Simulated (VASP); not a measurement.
# Ca2ZrN2 (P-3m1) in VASP: density of states with PBE

Aim: the density of states of Ca2ZrN2 with PBE.

Everything below comes from runs of VASP 6.6.1. Logs are shortened: lines on timing, memory, paths and dates and some standing lists are left out, and cuts for length are marked.

### Step 1. The crystal as given

The structure is trigonal, space group P-3m1 (No. 164). Conventional cell: a = 3.366 Å, b = 3.366 Å, c = 8.902 Å, α = 90.00°, β = 90.00°, γ = 120.00°. Around Ca (site symmetry 3m) lie 3 N at 2.43 Å. Around Zr (site symmetry -3m) lie 6 N at 2.31 Å. N (site symmetry 3m) is surrounded by 3 Zr at 2.31 Å and 3 Ca at 2.43 Å.

The cell was built by a generator and needn't be a form met in nature.

### Step 2. Density of states, PBE

POSCAR

```
Ca2ZrN2                                 
1.0
    3.3664716432     -0.0000000000     -0.0000000000
   -1.6832358216      2.9154499619      0.0000000000
    0.0000000000      0.0000000000      8.9019324815
  Ca              Zr              N             
     2     1     2
Direct
     0.3333333300000021    0.6666666699999979    0.3034229557882616
     0.6666666699999979    0.3333333300000021    0.6965770442117384
     0.0000000000000000    0.0000000000000000    0.0000000000000000
     0.6666666699999979    0.3333333300000021    0.1404932131434904
     0.3333333300000021    0.6666666699999979    0.8595067868565096
```

INCAR.step1

```
PREC = Accurate ; ENCUT = 520
EDIFF = 1E-7 ; ISMEAR = 0
SIGMA = 0.1 ; LREAL = False
LASPH = True ; NELM = 100
ALGO = Normal ; ISIF = 2
LWAVE = False ; LCHARG = True
LMAXMIX = 4 ; GGA = PE
NBANDS = 29 ; KPAR = 4
```

KPOINTS.step1

```
regular mesh
0
Gamma
  10 10 4
```

INCAR.step2

```
PREC = Accurate ; ENCUT = 520
EDIFF = 1E-7 ; ISMEAR = -5
SIGMA = 0.1 ; LREAL = False
LASPH = True ; NELM = 100
ALGO = Normal ; ISIF = 2
LWAVE = False ; LCHARG = False
LMAXMIX = 4 ; GGA = PE
LORBIT = 11 ; NBANDS = 29
KPAR = 4 ; NEDOS = 2001
ICHARG = 11
```

KPOINTS.step2

```
regular mesh
0
Gamma
  15 15 6
```

Potentials or basis: VASP PAW PBE potentials, release 64 (Ca_sv, Zr_sv, N).

The run is started by

```bash
> cat potpaw_PBE.64/Ca_sv/POTCAR potpaw_PBE.64/Zr_sv/POTCAR potpaw_PBE.64/N/POTCAR > POTCAR
> cp INCAR.step1 INCAR
> cp KPOINTS.step1 KPOINTS
> mpirun -np 4 vasp_std > vasp.out
> cp INCAR.step2 INCAR
> cp KPOINTS.step2 KPOINTS
> mpirun -np 4 vasp_std > vasp.out
```

OUTCAR:

```text
PREC = Accurate
   ENCUT = 520
   EDIFF = 1E-7
   ISMEAR = -5
   LREAL = False
   LASPH = True
   NELM = 100
   ISIF = 2
   GGA = PE
   LORBIT = 11
   ICHARG = 11

 ion  position               nearest neighbor table
   1  0.333  0.667  0.303-   4 2.43   4 2.43   4 2.43   3 3.33   3 3.33   3 3.33
   2  0.667  0.333  0.697-   5 2.43   5 2.43   5 2.43   3 3.33   3 3.33   3 3.33
   3  0.000  0.000  0.000-   4 2.31   5 2.31   5 2.31   4 2.31   4 2.31   5 2.31   1 3.33   2 3.33
                             1 3.33   2 3.33   1 3.33   2 3.33
   4  0.667  0.333  0.140-   3 2.31   3 2.31   3 2.31   1 2.43   1 2.43   1 2.43
   5  0.333  0.667  0.860-   3 2.31   3 2.31   3 2.31   2 2.43   2 2.43   2 2.43

  LATTYP: Found a hexagonal cell.
 ALAT       =     3.3664716432
 C/A-ratio  =     2.6442915387

  Lattice vectors:

 A1 = (   3.3664716432,   0.0000000000,   0.0000000000)
 A2 = (  -1.6832358216,   2.9154499619,   0.0000000000)
 A3 = (   0.0000000000,   0.0000000000,   8.9019324815)

Analysis of symmetry for initial positions (statically):
=====================================================================
 Subroutine PRICEL returns:
 Original cell was already a primitive cell.

 Routine SETGRP: Setting up the symmetry group for a
 hexagonal supercell.

 Subroutine GETGRP returns: Found 12 space group operations
 (whereof 12 operations were pure point group operations)
 out of a pool of 24 trial point group operations.

The static configuration has the point symmetry D_3d.

Analysis of symmetry for dynamics (positions and initial velocities):
=====================================================================
 Subroutine PRICEL returns:
 Original cell was already a primitive cell.

 Routine SETGRP: Setting up the symmetry group for a
 hexagonal supercell.

 Subroutine GETGRP returns: Found 12 space group operations
 (whereof 12 operations were pure point group operations)
 out of a pool of 24 trial point group operations.

The dynamic configuration has the point symmetry D_3d.

 Subroutine INISYM returns: Found 12 space group operations
 (whereof 12 operations are pure point group operations),
 and found     1 'primitive' translations

----------------------------------------------------------------------------------------

                                     Primitive cell

  volume of cell :      87.3705

  direct lattice vectors                    reciprocal lattice vectors
     3.366471643  0.000000000  0.000000000     0.297046910  0.171500114  0.000000000
    -1.683235822  2.915449962  0.000000000     0.000000000  0.343000227  0.000000000
     0.000000000  0.000000000  8.901932481     0.000000000  0.000000000  0.112335159

  length of vectors
     3.366471643  3.366471641  8.901932481     0.343000227  0.343000227  0.112335159

  position of ions in fractional coordinates (direct lattice)
     0.333333330  0.666666670  0.303422956
     0.666666670  0.333333330  0.696577044
     0.000000000  0.000000000  0.000000000
     0.666666670  0.333333330  0.140493213
     0.333333330  0.666666670  0.859506787

  ion indices of the primitive-cell ions
   primitive index   ion index
                 1           1
                 2           2
                 3           3
                 4           4
                 5           5

----------------------------------------------------------------------------------------

 KPOINTS: regular mesh

Automatic generation of k-mesh.
 Grid dimensions read from file:
 generate k-points for:   15   15    6

 Generating k-lattice:

  Cartesian coordinates                     Fractional coordinates (reciprocal lattice)
     0.019803127  0.011433341  0.000000000     0.066666667 -0.000000000  0.000000000
     0.000000000  0.022866682  0.000000000     0.000000000  0.066666667  0.000000000
     0.000000000  0.000000000  0.018722526     0.000000000  0.000000000  0.166666667

  Length of vectors
     0.022866682  0.022866682  0.018722526

  Shift w.r.t. Gamma in fractional coordinates (k-lattice)
     0.000000000  0.000000000  0.000000000

 TETIRR: Found   1946 inequivalent tetrahedra from     8100

 Subroutine IBZKPT returns following result:
 ===========================================

 Found    146 irreducible k-points:

 Following reciprocal coordinates:
            Coordinates               Weight
  0.000000  0.000000  0.000000      1.000000
  0.066667  0.000000  0.000000      6.000000
  0.133333 -0.000000  0.000000      6.000000
  0.200000  0.000000  0.000000      6.000000
  0.266667 -0.000000  0.000000      6.000000
  0.333333  0.000000  0.000000      6.000000
[... 16 lines left out ...]
  0.333333  0.200000  0.000000     12.000000
  0.400000  0.200000  0.000000      6.000000
 [... further k-points ...]
   k-points           NKPTS =    146   k-points in BZ     NKDIM =    146   number of bands    NBANDS=     29
   number of dos      NEDOS =   2001   number of ions     NIONS =      5
   total plane-waves  NPLWV =  54880
   dimension x,y,z NGX =    28 NGY =   28 NGZ =   70
   dimension x,y,z NGXF=    56 NGYF=   56 NGZF=  140
   ions per type =               2   1   2
   NGX,Y,Z   is equivalent  to a cutoff of  13.83, 13.83, 13.07 a.u.
   NGXF,Y,Z  is equivalent  to a cutoff of  27.65, 27.65, 26.15 a.u.
 SYSTEM =  unknown system
   PREC   = accura    normal or accurate (medium, high low for compatibility)
   ISTART =      0    job   : 0-new  1-cont  2-samecut
   ICHARG =     11    charge: 1-file 2-atom 10-const
   ISPIN  =      1    spin polarized calculation?
   LNONCOLLINEAR =      F non collinear calculations
   LSORBIT =      F    spin-orbit coupling
   LASPH  =      T    aspherical Exc in radial PAW
   ENCUT  =  520.0 eV  38.22 Ry    6.18 a.u.   6.26  6.26 16.55*2*pi/ulx,y,z
   NELM   =    100;   NELMIN=  2; NELMDL=  0     # of ELM steps
   EDIFF  = 0.1E-06   stopping-criterion for ELM
   LREAL  =      F    real-space projection
   EDIFFG = 0.1E-05   stopping-criterion for IOM
   NSW    =      0    number of steps for IOM
   IBRION =     -1    ionic relax: 0-MD 1-quasi-New 2-CG
   NFREE  =      0    steps in history (QN), initial steepest desc. (CG)
   ISIF   =      2    stress and relaxation
   ISYM   =      2    0-nonsym 1-usesym 2-fastsym
   POTIM  = 0.5000    time-step for ionic-motion
   TEBEG  =    0.0;   TEEND  =   0.0 temperature during run
   PSTRESS=    0.0 pullay stress
   NELECT =      42.0000    total number of electrons
   NUPDOWN=      -1.0000    fix difference up-down
   EMIN   =  10.00;   EMAX   =-10.00  energy-range for DOS
   EFERMI =   0.00;   METHOD = LEGACY
   ISMEAR =    -5;   SIGMA  =   0.10  broadening in eV -4-tet -1-fermi 0-gaus
   EFERMI_NEDOS =   21; number of points for ismear=-14 and -15
   IALGO  =     38    algorithm
   IMIX   =      4    mixing-type and parameters
     AMIX     =   0.40;   BMIX     =  1.00
     AMIX_MAG =   1.60;   BMIX_MAG =  1.00
  volume/ion in A,a.u.               =      17.47       117.92
  Fermi-wavevector in a.u.,A,eV,Ry     =   1.282438  2.423456 22.376777  1.644647
  Thomas-Fermi vector in A             =   2.414749
   LORBIT       =     11    0 simple, 1 ext, 2 COOP (PROOUT), +10 PAW based schemes
   GGA     = PE    functional components
   LHFCALC =     F    Hartree Fock is set to
   AEXX    =    0.0000 exact exchange contribution
   IVDW    =     0    specifies the selected vdW correction
   LEPSILON=     F    determine dielectric tensor
   LRPA    =     F    only Hartree local field effects (RPA)
 non-spin polarized calculation
 Fermi weights with tetrahedron method with Bloechl corrections
  energy-cutoff  :      520.00
  volume of cell :       87.37
 maximum number of plane-waves:      2385
 NGX is ok and might be reduce to    28

 number of electron      41.9999999 magnetization

 Free energy of the ion-electron system (eV)
  ---------------------------------------------------
  ext. energy  EPLUGINS =         0.00000000
  ---------------------------------------------------
  free energy    TOTEN  =       -34.98829314 eV

  energy without entropy =      -34.98829314  energy(sigma->0) =      -34.98829314

 E-fermi :   5.9452     XC(G=0): -10.1978

 val. band max:        5.9531288616   @ k =   0.3333   0.2000   0.5000
 cond. band min:       5.9024115099   @ k =   0.3333   0.1333   0.0000
 fundamental gap:     -0.0507173517
 Fermi energy:         5.9452382789

 k-point     1 :       0.0000    0.0000    0.0000
  band No.  band energies     occupation
      1     -43.4340      2.00000
      2     -34.8274      2.00000
      3     -34.8224      2.00000
      4     -21.6152      2.00000
      5     -21.2201      2.00000
      6     -21.2201      2.00000
[... 21 lines left out ...]
     28       9.5125      0.00000
     29       9.7882      0.00000

 k-point     2 :       0.0667    0.0000    0.0000
  band No.  band energies     occupation
      1     -43.4316      2.00000
      2     -34.8244      2.00000
      3     -34.8194      2.00000
      4     -21.6091      2.00000
      5     -21.2478      2.00000
      6     -21.2257      2.00000
[... 21 lines left out ...]
     28       9.5455      0.00000
     29       9.8417      0.00000

 k-point     3 :       0.1333   -0.0000    0.0000
  band No.  band energies     occupation
      1     -43.4245      2.00000
      2     -34.8159      2.00000
      3     -34.8112      2.00000
      4     -21.5916      2.00000
      5     -21.3250      2.00000
      6     -21.2414      2.00000
[... 638 lines left out ...]
      5     -21.4751      2.00000
      6     -21.4574      2.00000
[... 21 lines left out ...]
     28      10.1191      0.00000
     29      10.6485      0.00000

 k-point    24 :       0.4000    0.2000    0.0000
  band No.  band energies     occupation
      1     -43.3717      2.00000
      2     -34.7511      2.00000
      3     -34.7499      2.00000
      4     -21.7480      2.00000
      5     -21.4839      2.00000
      6     -21.4570      2.00000
[... 21 lines left out ...]
     28      10.2165      0.00000
     29      10.6596      0.00000

 [... further k-points ...]
[... 5 lines left out ...]
  --------------------------------------------------------------------------------------
  -------------------------------------------------------------------------------------
  Total        0.0458998      0.0458998      0.1742616      0.0000000     -0.0000000      0.0000000
  in kB        0.8416983      0.8416983      3.1955640      0.0000000     -0.0000000      0.0000000
  external PRESSURE =       1.6263202 kB  Pullay stress =       0.0000000 kB

 VOLUME and BASIS-vectors are now :
 -----------------------------------------------------------------------------
  energy-cutoff  :      520.00
  volume of cell :       87.37
      direct lattice vectors                 reciprocal lattice vectors
     3.366471643  0.000000000  0.000000000     0.297046910  0.171500114  0.000000000
    -1.683235822  2.915449962  0.000000000     0.000000000  0.343000227  0.000000000
     0.000000000  0.000000000  8.901932481     0.000000000  0.000000000  0.112335159

 POSITION                                       TOTAL-FORCE (eV/Angst)
 -----------------------------------------------------------------------------------
     -0.00000      1.94363      2.70105         0.000000      0.000000     -0.037940
      1.68324      0.97182      6.20088        -0.000000     -0.000000      0.037940
      0.00000      0.00000      0.00000         0.000000      0.000000      0.000000
      1.68324      0.97182      1.25066         0.000000     -0.000000      0.001767
     -0.00000      1.94363      7.65127        -0.000000      0.000000     -0.001767
 -----------------------------------------------------------------------------------
    total drift:                               -0.000000      0.000000     -0.000000

  FREE ENERGIE OF THE ION-ELECTRON SYSTEM (eV)
  ---------------------------------------------------
  free  energy   TOTEN  =       -34.9882931391 eV

  energy  without entropy=      -34.9882931391  energy(sigma->0) =      -34.98829314

 total charge

# of ion       s       p       d       tot
------------------------------------------
    1        2.061   5.862   0.326   8.249
    2        2.061   5.862   0.326   8.249
    3        2.169   6.034   1.502   9.705
    4        1.246   2.418   0.000   3.665
    5        1.246   2.418   0.000   3.665
--------------------------------------------------
tot          8.784  22.594   2.154  33.532
```

It took 1.7 min on 4 MPI ranks of Intel Xeon Platinum 8259CL at 2.50GHz (Skylake/Cascade Lake), shared host; peak memory 0.48 GiB.

What came out:

```
Valence electrons inside the program's atomic spheres : Ca 8.25; Zr 9.71; N 3.67
```

States per cell in windows of 0.5 eV (zero at the Fermi level; states under -8 eV left out):
| from (eV) | total | Zr3_d | N4_p | N5_p | Ca1_d | Ca2_d | Ca1_p |
| --- | --- | --- | --- | --- | --- | --- | --- |
| -8.0 | 0.00 | 0.00 | 0.00 | 0.00 | 0.00 | 0.00 | 0.00 |
| -7.5 | 0.00 | 0.00 | 0.00 | 0.00 | 0.00 | 0.00 | 0.00 |
| -7.0 | 0.00 | 0.00 | 0.00 | 0.00 | 0.00 | 0.00 | 0.00 |
| -6.5 | 0.00 | 0.00 | 0.00 | 0.00 | 0.00 | 0.00 | 0.00 |
| -6.0 | 0.00 | 0.00 | 0.00 | 0.00 | 0.00 | 0.00 | 0.00 |
| -5.5 | 0.84 | 0.09 | 0.12 | 0.12 | 0.01 | 0.01 | 0.00 |
| -5.0 | 1.19 | 0.12 | 0.19 | 0.19 | 0.01 | 0.01 | 0.01 |
| -4.5 | 2.05 | 0.28 | 0.36 | 0.36 | 0.02 | 0.02 | 0.01 |
| -4.0 | 3.00 | 0.45 | 0.58 | 0.58 | 0.04 | 0.04 | 0.02 |
| -3.5 | 1.68 | 0.16 | 0.34 | 0.34 | 0.03 | 0.03 | 0.01 |
| -3.0 | 2.52 | 0.08 | 0.56 | 0.56 | 0.08 | 0.08 | 0.01 |
| -2.5 | 0.95 | 0.03 | 0.23 | 0.23 | 0.03 | 0.03 | 0.00 |
| -2.0 | 0.25 | 0.01 | 0.02 | 0.02 | 0.00 | 0.00 | 0.00 |
| -1.5 | 0.52 | 0.02 | 0.02 | 0.02 | 0.01 | 0.01 | 0.01 |
| -1.0 | 0.61 | 0.09 | 0.01 | 0.01 | 0.04 | 0.04 | 0.01 |
| -0.5 | 0.62 | 0.10 | 0.01 | 0.01 | 0.05 | 0.05 | 0.01 |
| 0.0 | 1.18 | 0.20 | 0.03 | 0.03 | 0.10 | 0.10 | 0.02 |
| 0.5 | 0.80 | 0.21 | 0.02 | 0.02 | 0.07 | 0.07 | 0.01 |
| 1.0 | 1.51 | 0.28 | 0.04 | 0.04 | 0.16 | 0.16 | 0.02 |
| 1.5 | 2.25 | 0.24 | 0.06 | 0.06 | 0.34 | 0.34 | 0.03 |
| 2.0 | 1.14 | 0.29 | 0.05 | 0.05 | 0.14 | 0.14 | 0.01 |
| 2.5 | 2.31 | 0.72 | 0.11 | 0.11 | 0.25 | 0.25 | 0.01 |
| 3.0 | 2.49 | 1.15 | 0.09 | 0.09 | 0.24 | 0.24 | 0.01 |
| 3.5 | 1.17 | 0.34 | 0.03 | 0.03 | 0.23 | 0.23 | 0.00 |
| 4.0 | 1.99 | 0.27 | 0.03 | 0.03 | 0.50 | 0.50 | 0.01 |
| 4.5 | 1.17 | 0.15 | 0.02 | 0.02 | 0.33 | 0.33 | 0.00 |
| 5.0 | 0.02 | 0.00 | 0.00 | 0.00 | 0.00 | 0.00 | 0.00 |
| 5.5 | 0.00 | 0.00 | 0.00 | 0.00 | 0.00 | 0.00 | 0.00 |
| 6.0 | 0.00 | 0.00 | 0.00 | 0.00 | 0.00 | 0.00 | 0.00 |
| 6.5 | 0.00 | 0.00 | 0.00 | 0.00 | 0.00 | 0.00 | 0.00 |

Caveat: tetrahedron occupations give inexact forces and stress in metals.
